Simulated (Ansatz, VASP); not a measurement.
**Cross-check of Si57O97 (amorphous SiO1.7) between VASP and Ansatz**

One calculation is typed for both programs; each brings its own data sets. How far apart do they land? The cell is taken from a series of runs on this material, whose earlier steps may have relaxed, scaled, displaced or heated it; both programs get it as it stands.

Calculated with Ansatz 0.2.0; plane waves, with VASP 6.6.1 beside it; single point at PBE.

## Step 1: Starting point

The cell holds 154 atoms: 57 Si and 97 O. Its edges and angles: a = 13.133 Å, b = 13.256 Å, c = 12.967 Å, α = 89.1°, β = 90.3°, γ = 89.2°. As first built, before any earlier steps moved the atoms (in the runner's words): 154 atoms (57 Si, 97 O) placed at random at 2.22 g/cm^3, melted at 5000 K for 10 ps at fixed volume with the Tersoff Si-O potential (Munetoh et al., Comput. Mater. Sci. 39, 334 (2007)). Quenched from 5000 K to 100 K at 30 K/ps and fixed volume, held 5 ps.

## Step 2: VASP: single point, PBE

With cell and atoms fixed, the geometry can't cause a difference; cores, projectors, grids and the points listed under the comparison can.

Lines of VASP's logs that name or quote its potential files are left out, and so is its time.

INCAR

```
SYSTEM = Si57O97
PREC = Accurate
ENCUT = 600
EDIFF = 1E-06
NELM = 120
ISMEAR = 0
SIGMA = 0.025
LREAL = Auto
ALGO = Normal
GGA = PE
NBANDS = 512
LORBIT = 11
LWAVE = .FALSE.
LCHARG = .FALSE.
ISIF = 2
LASPH = .TRUE.
GGA_COMPAT = .FALSE.
EFERMI = MIDGAP
```

POSCAR

```
Si57O97
1.0
   13.1329000000      0.0866600000     -0.0356100000
    0.0866600000     13.2549800000      0.1009200000
   -0.0356100000      0.1009200000     12.9661600000
Si O
57 97
Direct
    0.1822000000      0.2291400000      0.9151000000
    0.8887800000      0.2293900000      0.7523100000
    0.7520300000      0.0136800000      0.1485000000
    0.9357500000      0.5933200000      0.5289900000
    0.5434800000      0.1686300000      0.6217500000
    0.0297300000      0.1671200000      0.0925900000
    0.2123700000      0.5336600000      0.1699300000
    0.3189700000      0.0879400000      0.0748700000
    0.7473600000      0.9055700000      0.3575600000
    0.3286400000      0.4194600000      0.8657500000
    0.7415100000      0.0717600000      0.5255600000
    0.0799000000      0.6083800000      0.3480800000
    0.4806700000      0.3745900000      0.2840400000
    0.5643900000      0.4060700000      0.8240400000
    0.6491200000      0.3283500000      0.1280000000
    0.3643000000      0.9063000000      0.8387600000
    0.5004600000      0.9688400000      0.2945800000
    0.0480400000      0.3548300000      0.8690900000
    0.7374900000      0.0780600000      0.8373700000
    0.9293300000      0.1475500000      0.4181100000
    0.0187300000      0.6372400000      0.1262600000
    0.5783800000      0.5991800000      0.7187100000
    0.9399900000      0.3806800000      0.5736200000
    0.2790000000      0.9122000000      0.0700700000
    0.0881500000      0.1303500000      0.7086800000
    0.5247200000      0.0605700000      0.8654600000
    0.3944400000      0.4001600000      0.6432000000
    0.2272900000      0.5347500000      0.4901500000
    0.8484100000      0.2167400000      0.2116900000
    0.4099700000      0.6703000000      0.5610000000
[... 118 atom lines left out ...]
    0.4239800000      0.8762400000      0.3325800000
    0.3844100000      0.6810600000      0.3041700000
    0.1591700000      0.1502100000      0.8098200000
    0.8655300000      0.8581400000      0.3802600000
    0.0566800000      0.3395000000      0.5519300000
    0.7712400000      0.8030000000      0.5939700000
```

KPOINTS

```
Automatic mesh
0
Gamma
1 1 1
0 0 0
```

PAW data sets: Si and O (PBE family, release 64).

The run is started by

```console
> export OMP_NUM_THREADS=3
> mpirun -np 1 vasp_gam
```

Numbers of over 12 decimals in the logs are rounded to 6 here.

The log of the run:

```text
[banner, memory and clock lines left out]
running    1 mpi-ranks, on    1 nodes
[...]
Offloading initialized ...    1 GPUs detected
[...]
LDA part: xc-table for (Slater+PW92), standard interpolation
 POSCAR, INCAR and KPOINTS ok, starting setup
[...]
entering main loop
       N       E                     dE             d eps       ncg     rms          rms(c)
DAV:   1     0.789257642077E+04    0.78926E+04   -0.50523E+05  1040   0.171E+03
DAV:   2    -0.539283851353E+03   -0.84319E+04   -0.81380E+04  1280   0.384E+02
DAV:   3    -0.129320262207E+04   -0.75392E+03   -0.74804E+03  1208   0.121E+02
DAV:   4    -0.131077353498E+04   -0.17571E+02   -0.17481E+02  1208   0.198E+01
[...]
DAV:  17    -0.115701102976E+04    0.10743E-04   -0.14852E-04  1320   0.322E-02    0.160E-02
DAV:  18    -0.115701102881E+04    0.94852E-06   -0.58051E-05  1216   0.147E-02    0.123E-02
DAV:  19    -0.115701102792E+04    0.89480E-06   -0.63349E-06  1168   0.649E-03
   1 F= -.11570110E+04 E0= -.11570110E+04  d E =-.684858E-06
```

From OUTCAR (step 2):

```text
  Total       -2.8191602     -3.5996065     -4.3269859      0.0148848      0.3632001     -0.4495005
  in kB       -2.0013686     -2.5554204     -3.0717990      0.0105670      0.2578418     -0.3191078
  external PRESSURE =      -2.5428627 kB  Pullay stress =       0.0000000 kB

  FREE ENERGIE OF THE ION-ELECTRON SYSTEM (eV)
  ---------------------------------------------------
  free  energy   TOTEN  =     -1157.0110279190 eV

  energy  without entropy=    -1157.0110272341  energy(sigma->0) =    -1157.01102758

[... 3 further parts left out ...]
[key lines of the parts left out:]
E-fermi :   4.2025
```

The run ends at a pressure of -0.25 GPa, with forces up to 0.17 eV/Å.

## Step 3: Ansatz: single point, PBE

Ansatz runs on its PAW soft_1 files.

The same cell, functional, mesh and smearing now go to Ansatz, which takes its cutoff from its data sets.

input.yaml

```yaml
crystal:
  lattice:
    - [13.1329, 0.08666, -0.03561]
    - [0.08666, 13.25498, 0.10092]
    - [-0.03561, 0.10092, 12.96616]
  atoms:
    - { symbol: Si, position: [0.1822, 0.22914, 0.9151] }
    - { symbol: Si, position: [0.88878, 0.22939, 0.75231] }
    - { symbol: Si, position: [0.75203, 0.01368, 0.1485] }
    - { symbol: Si, position: [0.93575, 0.59332, 0.52899] }
    - { symbol: Si, position: [0.54348, 0.16863, 0.62175] }
    - { symbol: Si, position: [0.02973, 0.16712, 0.09259] }
    - { symbol: Si, position: [0.21237, 0.53366, 0.16993] }
    - { symbol: Si, position: [0.31897, 0.08794, 0.07487] }
    - { symbol: Si, position: [0.74736, 0.90557, 0.35756] }
    - { symbol: Si, position: [0.32864, 0.41946, 0.86575] }
    - { symbol: Si, position: [0.74151, 0.07176, 0.52556] }
    - { symbol: Si, position: [0.0799, 0.60838, 0.34808] }
    - { symbol: Si, position: [0.48067, 0.37459, 0.28404] }
    - { symbol: Si, position: [0.56439, 0.40607, 0.82404] }
    - { symbol: Si, position: [0.64912, 0.32835, 0.128] }
    - { symbol: Si, position: [0.3643, 0.9063, 0.83876] }
    - { symbol: Si, position: [0.50046, 0.96884, 0.29458] }
    - { symbol: Si, position: [0.04804, 0.35483, 0.86909] }
    - { symbol: Si, position: [0.73749, 0.07806, 0.83737] }
    - { symbol: Si, position: [0.92933, 0.14755, 0.41811] }
    - { symbol: Si, position: [0.01873, 0.63724, 0.12626] }
    - { symbol: Si, position: [0.57838, 0.59918, 0.71871] }
    - { symbol: Si, position: [0.93999, 0.38068, 0.57362] }
    - { symbol: Si, position: [0.279, 0.9122, 0.07007] }
    - { symbol: Si, position: [0.08815, 0.13035, 0.70868] }
    - { symbol: Si, position: [0.52472, 0.06057, 0.86546] }
    - { symbol: Si, position: [0.39444, 0.40016, 0.6432] }
    - { symbol: Si, position: [0.22729, 0.53475, 0.49015] }
    - { symbol: Si, position: [0.84841, 0.21674, 0.21169] }
    - { symbol: Si, position: [0.40997, 0.6703, 0.561] }
[... 118 atom lines left out ...]
    - { symbol: O, position: [0.42398, 0.87624, 0.33258] }
    - { symbol: O, position: [0.38441, 0.68106, 0.30417] }
    - { symbol: O, position: [0.15917, 0.15021, 0.80982] }
    - { symbol: O, position: [0.86553, 0.85814, 0.38026] }
    - { symbol: O, position: [0.05668, 0.3395, 0.55193] }
    - { symbol: O, position: [0.77124, 0.803, 0.59397] }
kpoints:
  mp_grid: { grid: [1, 1, 1] }
hamiltonian:
  xc: pbe
  pseudopotentials: { kind: paw, azcp: { folder: soft_1 } }
scf:
  occupations: { method: gaussian, width: 0.025 }
output:
  forces: true
  stress: true
  populations: true
  dos:
    method: { smearing: { sigma: 0.15 } }
    de: 0.1
    projected: { site_lists: { O: [O], Si: [Si] } }
  eigenvalues: true
  write_density: true
  write_potential: true
  volumetric_format: npy
```

The run is started by

```console
> ansatz run input.yaml --threads 4 --pin off --max-ram 15872MiB --backend cpu --events-out ev --progress --plain --runs-dir out
```

The log of the run:

```text
Engine: ansatz 0.2.0, aarch64-unknown-linux-gnu
Pseudopotentials: kind: paw
Pseudopotential: Si, paw, valence charge 4, recommended cutoff 420 eV (normal), soft_1/Si.paw.azcp
Pseudopotential: O, paw, valence charge 6, recommended cutoff 420 eV (normal), soft_1/O.paw.azcp
Functional definition: PBE
  parameter kappa = 0.804
  parameter beta = 0.066725
  exchange = pbe_x(kappa = kappa, mu = beta*pi^2/3)
  correlation = pbe_c(beta = beta)
Crystal: 154 atoms, lattice volume = 2256.853 Å³
Basis set: ecut = 420 eV, 44087 PW (Γ), exchange–correlation on 180×180×180 points (8 copies of the dense FFT grid, shifted against one another)
Bands: 559, of which v1, the nominal top of the filled ones, is band 405 counted from 1 (404 counted from 0)
Symmetry: 1 space group operations
Space group: P1 (ITA 1), of the structure as read, at distance tolerance 1.3e-4 Å
k-points: 1
Non-local potential: Si, projectors of the file, l = 0: 2, l = 1: 2, l = 2: 1
Non-local potential: O, projectors of the file, l = 0: 2, l = 1: 2, l = 2: 1
PAW form: soft (Blöchl's): semilocal exchange-correlation on the pseudo side does not see the compensation charge
PAW one-centre angular grid: Si, 110 points (default); XC on 64 Gauss nodes
PAW one-centre angular grid: O, 110 points (default); XC on 64 Gauss nodes
Initial density: superposition of atomic densities (chi_scale 0.1, normalization cell, long waves kept (reshape's long-wave potential 0.73 eV rms))
Initial wavefunctions: pseudopotential atomic-orbital guess
Functional: x = pbe(κ = 0.804, μ = 0.219515), c = pbe(β = 0.066725)
SCF iter   1: F=—  HF=-91480.812095 eV  |F-HF|=—  |Δ(HF+E_count)|=         —  Δρ=1.10e-1  dr2=2.65e2  ethr=3.10e-3  ⟨swp⟩=6.0  Hψ=2514  notcnv=0  defer=103
preconditioner: auto → Resta (q_TF=auto, 2.300 Å⁻¹)  ε∞=2.9  [insulator: Δε(μ)=1.721 eV  Ē_g=16.296 eV  σ=0.025 eV  W_gap=1.00  n_scr=460 (ndim 8)  ℏωp=22.2 eV  f_vac=0.110  D(μ)=0.00/eV (n_scr^D=0)  ε∞_Penn≈2.9]
SCF iter   2: F=—  HF=-91412.119919 eV  |F-HF|=—  |Δ(HF+E_count)|=    6.87e1  Δρ=4.08e-2  dr2=2.33e1  ethr=3.10e-3  ⟨swp⟩=3.0  Hψ=1358  notcnv=0  defer=148
SCF iter   3: F=—  HF=-91408.634003 eV  |F-HF|=—  |Δ(HF+E_count)|=    3.49e0  Δρ=1.94e-2  dr2=6.90e0  ethr=2.88e-3  ⟨swp⟩=3.0  Hψ=672  notcnv=0  defer=147
SCF iter   4: F=—  HF=-91408.222668 eV  |F-HF|=—  |Δ(HF+E_count)|=   4.11e-1  Δρ=7.72e-3  dr2=1.12e0  ethr=8.51e-4  ⟨swp⟩=4.0  Hψ=981  notcnv=0  defer=145
SCF iter   5: F=—  HF=-91408.043959 eV  |F-HF|=—  |Δ(HF+E_count)|=   1.79e-1  Δρ=1.91e-3  dr2=9.74e-2  ethr=1.39e-4  ⟨swp⟩=3.0  Hψ=1024  notcnv=0  defer=145
SCF iter   6: F=—  HF=-91408.087839 eV  |F-HF|=—  |Δ(HF+E_count)|=   4.39e-2  Δρ=1.09e-3  dr2=2.90e-2  ethr=1.20e-5  ⟨swp⟩=3.0  Hψ=752  notcnv=0  defer=145
SCF iter   7: F=—  HF=-91408.089557 eV  |F-HF|=—  |Δ(HF+E_count)|=   1.72e-3  Δρ=2.87e-4  dr2=2.87e-3  ethr=3.58e-6  ⟨swp⟩=2.0  Hψ=776  notcnv=0  defer=145
SCF iter   8: F=—  HF=-91408.091381 eV  |F-HF|=—  |Δ(HF+E_count)|=   1.82e-3  Δρ=1.41e-4  dr2=4.62e-4  ethr=3.54e-7  ⟨swp⟩=2.0  Hψ=752  notcnv=0  defer=145
SCF iter   9: F=—  HF=-91408.091465 eV  |F-HF|=—  |Δ(HF+E_count)|=   8.35e-5  Δρ=6.88e-5  dr2=1.00e-4  ethr=5.70e-8  ⟨swp⟩=2.0  Hψ=790  notcnv=0  defer=145
SCF iter  10: F=—  HF=-91408.091452 eV  |F-HF|=—  |Δ(HF+E_count)|=   1.25e-5  Δρ=1.87e-5  dr2=9.71e-6  ethr=1.24e-8  ⟨swp⟩=2.0  Hψ=743  notcnv=0  defer=145
SCF iter  11: F=—  HF=-91408.091795 eV  |F-HF|=—  |Δ(HF+E_count)|=   3.42e-4  Δρ=1.67e-5  dr2=5.57e-6  ethr=1.20e-9  ⟨swp⟩=2.0  Hψ=964  notcnv=0  defer=145
SCF iter  12: F=—  HF=-91408.091794 eV  |F-HF|=—  |Δ(HF+E_count)|=   9.67e-7  Δρ=4.28e-6  dr2=3.59e-7  ethr=6.87e-10  ⟨swp⟩=2.0  Hψ=743  notcnv=0  defer=145
SCF iter  13: F=—  HF=-91408.091794 eV  |F-HF|=—  |Δ(HF+E_count)|=   1.52e-7  Δρ=2.32e-6  dr2=1.00e-7  ethr=1.23e-11  ⟨swp⟩=24.0  Hψ=6121  notcnv=0
SCF iter  14: F=-91408.091794 eV  HF=-91408.091794 eV  |F-HF|=5.11e-9  |Δ(HF+E_count)|=   1.85e-9  Δρ=9.49e-7  dr2=1.72e-8  ethr=1.23e-11  ⟨swp⟩=10.0  Hψ=3854  notcnv=0
SCF 1 converged in 14 iterations: F = -91408.091794 eV  dr2 = 1.72e-8
  greatest PAW one-centre occupation: 0.870 electrons in one spin orbital (limit 2), on the O atom at site 126 (counted from 0), in its partial waves of l = 0
[...]
--- Löwdin populations: 154 sites ---
  site symbol       q [e]
     0     Si      2.6100
     1     Si      2.3231
     2     Si      2.2915
     3     Si      2.3077
     4     Si      3.0998
     5     Si      2.3106
     6     Si      2.2884
     7     Si      2.6818
     8     Si      2.3003
     9     Si      2.3071
    10     Si      2.2900
    11     Si      2.3208
    12     Si      2.2774
    13     Si      2.3037
    14     Si      2.2842
    15     Si      2.3082
    16     Si      3.1226
    17     Si      2.8237
    18     Si      3.4960
    19     Si      2.2984
    20     Si      2.3070
    21     Si      2.3003
    22     Si      2.3152
    23     Si      2.7142
[...]
146      O      6.7597
   147      O      6.7376
   148      O      6.7289
   149      O      6.7261
   150      O      6.7300
   151      O      6.7300
   152      O      6.7381
   153      O      6.7457
  spilling = 0.014073 (of n_electrons = 810.000000)
```

The column dr2 measures how far the density is from self-consistency, as an energy; F and HF (Harris–Foulkes) agree once it is small.

## Step 4: Comparison

Known differences besides the potentials themselves: the cutoff is 420 eV in Ansatz and 600 eV in VASP (PREC = Accurate, projectors in real space). Total energies have different zeros and are not compared.

Compared:

```tsv
quantity	Ansatz	VASP	difference
pressure (GPa)	-0.13	-0.25	+0.13
gap on the k mesh (eV)	0.165	0.163	+0.002
```

Forces on 10 of the 154 atoms, those with the largest forces and the largest differences (eV/Å; atoms numbered as in POSCAR):

```tsv
atom	Ansatz x, y, z	VASP x, y, z
Si4	0.072, 0.055, 0.052	0.052, 0.087, 0.043
Si16	-0.031, -0.027, 0.023	-0.106, -0.029, -0.001
Si25	0.015, -0.009, 0.028	0.068, -0.042, -0.032
Si39	-0.026, 0.005, 0.002	0.024, 0.013, -0.062
Si42	0.014, -0.009, 0.009	0.011, -0.025, 0.093
Si44	0.038, -0.019, 0.072	0.044, -0.046, 0.141
Si45	0.043, -0.063, 0.121	0.065, -0.062, 0.090
O64	-0.105, 0.043, -0.104	-0.105, 0.050, -0.098
O76	0.079, -0.039, -0.060	0.086, -0.041, -0.072
O108	-0.115, -0.032, 0.011	-0.150, -0.064, 0.032
```

The forces differ by 20 meV/Å r.m.s., which is 59.8 % of the r.m.s. force of 0.034 eV/Å (both taken over all components). A gap on the mesh is an upper bound, since the band edges may lie between its points.

## Step 5: Outcome

```
r.m.s. force difference (single point, PBE) : 20 meV/Å
```

What this shows: The r.m.s. force difference is 20 meV/Å (single point, PBE), beyond the 12 meV/Å picked in this series as the mark of a large difference. What causes the difference of the single point, PBE pair stays open here. Such differences can come from data sets, numerical settings and the points named under the comparisons, not from the functional's error against experiment.

[Lines on the potential files, build, host, timing and source positions are cut from VASP's logs without a mark.]

[Logs are printed without paths, hosts, clocks, repeated set-up lines and the standing remarks that a program may print on its own settings, such as how far it seeks lower states.]

[Hosts, paths, dates, database ids (printed as entryN), source tags and the programs' standing remarks are cut or masked in the printed files.]
